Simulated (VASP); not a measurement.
Consider the following.

```xyz
8
Lattice="-2.0128 2.0128 3.9299 2.0128 -2.0128 3.9299 2.0128 2.0128 -3.9299" Properties=species:S:1:pos:R:3 pbc="T T T"
Be     4.0257     0.0000     0.0000
Be     0.0000     2.0128     1.9649
Be     2.0128     0.0000     1.9649
Zn     2.0128     2.0128     0.0000
O      0.8878     0.8878    -1.0783
O     -1.1250     1.1250     5.0081
O      1.1250     1.1250     2.8516
O      1.1250    -1.1250     5.0081
```

The numbers are results of PBEsol GGA, VASP's PBE PAW potentials (set 64) (plane waves; VASP), not measurements. Settings: 520 eV cut-off, 10×10×10 Γ-centred mesh, Gaussian smearing of 0.010 eV, potentials Be Zn O.

Predict the energy per atom (σ→0), band gap (on the k-mesh) with the smallest direct gap where there is one.

- band gap (on the k-mesh) = 4.34 eV
- smallest direct gap (on the k-mesh) = 4.34 eV
- energy per atom (σ→0) = -6699 meV/atom

Only differences to runs with the same potentials and settings are physical.

The structure comes from a computed database's Be3ZnO4 entry (I-42m); how it stands against other phases isn't given here. It was relaxed first.
